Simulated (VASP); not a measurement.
Consider the following.

```
MoSi2
1.0
   -1.63710     1.63710     4.00350
    1.63710    -1.63710     4.00350
    1.63710     1.63710    -4.00350
Si Mo
2 1
Direct
  0.66500   0.66500   0.00000
  0.33500   0.33500   0.00000
  0.00000   0.00000   0.00000
```

The numbers are results of PBE GGA, VASP's PBE PAW potentials (set 64) (plane waves; VASP), not measurements. Run with 400 eV cut-off, 12×12×12 Γ-centred mesh, Gaussian smearing of 0.020 eV, potentials Si Mo_sv.

Task: Give the force on each atom (eV/Å).

Result: 
```json
[
 {"atom": "Si1", "Fx": "0.000", "Fy": "0.000", "Fz": "-0.109"},
 {"atom": "Si2", "Fx": "0.000", "Fy": "0.000", "Fz": "0.109"},
 {"atom": "Mo3", "Fx": "0.000", "Fy": "0.000", "Fz": "0.000"}
]
```

Task: Give the stress tensor in GPa (positive for a compressed cell).

Result: 
```
 -9.60    0.00    0.00
  0.00   -9.60    0.00
  0.00    0.00  -10.45
```
The pressure is its mean diagonal, -9.88 GPa.

The compound is MoSi2 in the MoSi2 type structure. The cell was not relaxed at this level. The run is one of a series of settings (ISMEAR = 0, SIGMA = 0.02 against the base run), some of them coarse on purpose.
